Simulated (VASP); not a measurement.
Data:

```yaml
crystal:
  lattice:
    - [1.80691, -3.12966, 0.00000]
    - [1.80691, 3.12966, 0.00000]
    - [0.00000, 0.00000, 5.83201]
  atoms:
    - { symbol: Hf, position: [0.00000, 0.00000, 0.00000] }
    - { symbol: S, position: [0.33333, 0.66667, 0.24927] }
    - { symbol: S, position: [0.66667, 0.33333, 0.75073] }
```

All values below come from optB86b-vdW, VASP's PBE PAW potentials (set 64) (plane waves; VASP). Run with 520 eV cut-off, 8×8×5 Γ-centred mesh, tetrahedra with Blöchl corrections, potentials Hf_pv S.

The cores are frozen, which limits the accuracy of field gradients.

Give the principal components of the electric field gradient (V/Å²) and the asymmetry η at each nucleus.

```tsv
atom	Vxx	Vyy	Vzz	η
Hf1	15.4	15.4	-30.8	0.00
S2	0.6	0.6	-1.2	0.00
S3	0.6	0.6	-1.2	0.00
```

The compound is HfS2 in the 1T layered structure. It was relaxed first.
